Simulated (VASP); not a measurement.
All values below come from PBEsol GGA, VASP's PBE PAW potentials (set 64) (plane waves; VASP 6.6.1).

A VASP calculation is set up with these files.

INCAR:
```
! general
SYSTEM   =  Nb
PREC     =  Accurate
ENCUT    =  400
LREAL    =  .False.
LASPH    =  .True.
ICHARG   =  11

! electronic loop
EDIFF    =  1E-7
NELM     =  100
ALGO     =  Normal
LMAXMIX  =  4

! smearing
ISMEAR   =  0
SIGMA    =  0.05

! functional
GGA      =  PS

! output
LWAVE    =  .False.
LCHARG   =  .False.
LORBIT   =  11
```

File KPOINTS:
```
k-points along high-symmetry lines
15
Line-mode
Reciprocal
  0.000000   0.000000   0.000000 ! GAMMA
  0.500000   0.000000   0.500000 ! X

  0.500000   0.000000   0.500000 ! X
  0.625000   0.250000   0.625000 ! U

  0.375000   0.375000   0.750000 ! K
  0.000000   0.000000   0.000000 ! GAMMA

  0.000000   0.000000   0.000000 ! GAMMA
  0.500000   0.500000   0.500000 ! L

  0.500000   0.500000   0.500000 ! L
  0.500000   0.250000   0.750000 ! W

  0.500000   0.250000   0.750000 ! W
  0.500000   0.000000   0.500000 ! X
```

### POSCAR
```
Nb
1
    0.0000000000     2.8993782717     2.8993782717
    2.8993782717     0.0000000000     2.8993782717
    2.8993782717     2.8993782717     0.0000000000
Nb
2
Direct
  0.7500000000   0.7500000000   0.7500000000
  0.5000000000   0.5000000000   0.5000000000
```

POTCAR, in this order: Nb_sv (PBE.64 set). Program: vasp_std. Read from the step before: CHGCAR.

What will the output report for the number of irreducible k-points (NKPTS), number of bands (NBANDS), largest plane-wave count, number of space-group operations, FFT grid (NGX, NGY, NGZ)?

| Property | Result |
|---|---|
| number of irreducible k-points (NKPTS) | 90 |
| number of bands (NBANDS) | 17 |
| largest plane-wave count | 907 |
| number of space-group operations | 48 |
| FFT grid (NGX, NGY, NGZ) | 28 × 28 × 28 |

The structure was generated: Nb was put into the diamond type (Fd-3m), which need not be its known phase. It was relaxed first.
